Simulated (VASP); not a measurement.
These are PBEsol GGA, VASP's PBE PAW potentials (set 64) (plane waves; VASP) values and carry that method's errors.

The input files of a VASP run:

File POSCAR:
```
PdIn
1.0
  3.2480168368   0.0000000000   0.0000000000
  0.0000000000   3.2480168368   0.0000000000
  0.0000000000   0.0000000000   3.2480168368
In Pd
1 1
Cart
  1.6240084184   1.6240084184   1.6240084184
  0.0000000000   0.0000000000   0.0000000000
```

KPOINTS:
```
kpoints
0
G
  11 11 11
```

INCAR:
```
ALGO = Normal
GGA = PS
LREAL = .FALSE.   # projection in real space or not
ISMEAR = 1
PREC = Accurate
EDIFFG = -0.02   # ionic stop
NSW = 40   # most ionic steps
NELM = 100   # most electronic steps
PSTRESS = 50   # kbar
SIGMA = 0.1
ENCUT = 500
ISIF = 3
LASPH = .TRUE.
EDIFF = 1E-6   # SCF stop (eV)
IBRION = 2   # conjugate gradients
LMAXMIX = 4   # l cut-off of mixed one-centre charges
SYSTEM = PdIn
LWAVE = .FALSE.
LCHARG = .FALSE.
```

POTCAR, in this order: In_d Pd (PBE.64 set). Program: vasp_std.

Question: What will the output report for the number of irreducible k-points (NKPTS), largest plane-wave count, number of space-group operations, FFT grid (NGX, NGY, NGZ)?

Answer: 
- number of irreducible k-points (NKPTS) = 56
- largest plane-wave count = 895
- number of space-group operations = 48
- FFT grid (NGX, NGY, NGZ) = 24 × 24 × 24

The compound is PdIn in the CsCl type structure. This run relaxes it under an external pressure of 5 GPa. Symmetry was kept, so distortions that lower it aren't found. The electron count is odd and the run is not spin-polarised, which forces a metal.
